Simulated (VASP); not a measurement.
Input:

```
CELL_PARAMETERS angstrom
      0.00000     3.66640     3.66640
      3.66640     0.00000     3.66640
      3.66640     3.66640     0.00000
ATOMIC_POSITIONS crystal
  K  0.25000 0.25000 0.25000
  K  0.75000 0.75000 0.75000
  S  0.00000 0.00000 0.00000
```

Method: PBE GGA with D3 dispersion (Becke-Johnson damping), VASP's PBE PAW potentials (set 64) (plane waves; VASP). Settings: 520 eV cut-off, 5×5×5 Γ-centred mesh, Gaussian smearing of 0.050 eV, potentials K_sv S.

Problem. Estimate the energy per atom (σ→0).

Solution. 
```
Item                           Result
---------------------  --------------
energy per atom (σ→0)  -3.354 eV/atom
```

Only differences to runs with the same potentials and settings are physical.

The compound is K2S in the antifluorite structure. It was relaxed first.
